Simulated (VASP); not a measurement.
Input:

```yaml
crystal:
  lattice:
    - [0.00000, 2.97907, 2.97907]
    - [2.97907, 0.00000, 2.97907]
    - [2.97907, 2.97907, 0.00000]
  atoms:
    - { symbol: Al, position: [0.25000, 0.25000, 0.25000] }
    - { symbol: Al, position: [0.75000, 0.75000, 0.75000] }
    - { symbol: Au, position: [0.00000, 0.00000, 0.00000] }
```

The numbers are results of LDA (Ceperley-Alder, Perdew-Zunger), VASP's LDA PAW potentials (set 64) (plane waves; VASP), not measurements. Run with 520 eV cut-off, Gaussian smearing of 0.050 eV, potentials Al Au.

Unless said otherwise, spin-orbit coupling is left out, though it shifts the bands of the heavy elements here.

Q: Estimate the band gap (along the path) with the smallest direct gap where there is one.

A: 
```json
{
  "band gap (along the path)": "none (metal, semimetal or under 0.01 eV)"
}
```

Total energies compare only between runs with the same potentials, cut-off and functional.

The compound is AuAl2 in the fluorite structure. It was relaxed first. The electron count is odd and the run is not spin-polarised, which forces a metal.
